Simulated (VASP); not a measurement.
The system is RbW.

```
Rb W
1.0
     3.54662    0.00000    0.00000
    -1.77331    3.07147    0.00000
     0.00000    0.00000    5.49414
Rb W
1 1
Direct
  0.00000 0.00000 0.50000
  0.66667 0.33333 0.00000
```

The cell was built by a generator and needn't be a form met in nature.

| Item | Value |
| --- | --- |
| Program | VASP 6.6.1 |
| Task | relaxation of cell and atoms |
| Functional | r2SCAN |
| Potentials or basis | VASP PAW PBE potentials, release 64 (Rb_sv, W_sv) |
| Cutoff | 600 eV |
| k mesh | 9 × 9 × 5 |
| Occupations | methfessel-paxton, width 0.1 eV |
| Spin | no spin polarisation |

At the start: pressure -7.5 GPa; volume 29.92 Å³/atom.

How do energy, volume and symmetry change on relaxing?

Over 10 steps the energy falls by 1045.0 meV/atom and the volume is 23.97 Å³/atom (-19.9 %); space group P-6m2 (No. 187, to 0.05 Å).

The path:
| step | energy change (eV) | largest force (eV/Å) | pressure (GPa) | volume (Å³) |
| --- | --- | --- | --- | --- |
| 1 | 0.0000 | 0.0000 | -7.47 | 59.85 |
| 2 | -1.8090 | 0.0000 | -1.49 | 47.63 |
| 3 | -1.9703 | 0.0000 | 7.56 | 43.74 |
| 4 | -1.9775 | 0.0000 | 5.80 | 44.29 |
| 5 | -2.0825 | 0.0000 | -0.53 | 48.66 |
| 6 | -2.0893 | 0.0000 | 0.52 | 47.70 |
| 7 | -2.0892 | 0.0000 | 0.61 | 47.64 |
| 8 | -2.0889 | 0.0000 | -0.49 | 48.12 |
| 9 | -2.0899 | 0.0000 | 0.10 | 47.86 |
| 10 | -2.0899 | 0.0000 | 0.00 | 47.93 |

Final structure:
```yaml
crystal:
  lattice:
    - [2.91101, 0.00000, 0.00000]
    - [-1.45551, 2.52101, 0.00000]
    - [0.00000, 0.00000, 6.53146]
  atoms:
    - { symbol: Rb, position: [0.00000, 0.00000, 0.50000] }
    - { symbol: W, position: [0.66667, 0.33333, 0.00000] }
```

Caveat: the volume moved by over 15 % at a fixed basis, so the end points are rough; the PAW data sets were made with another functional, which shifts forces and pressure a little.
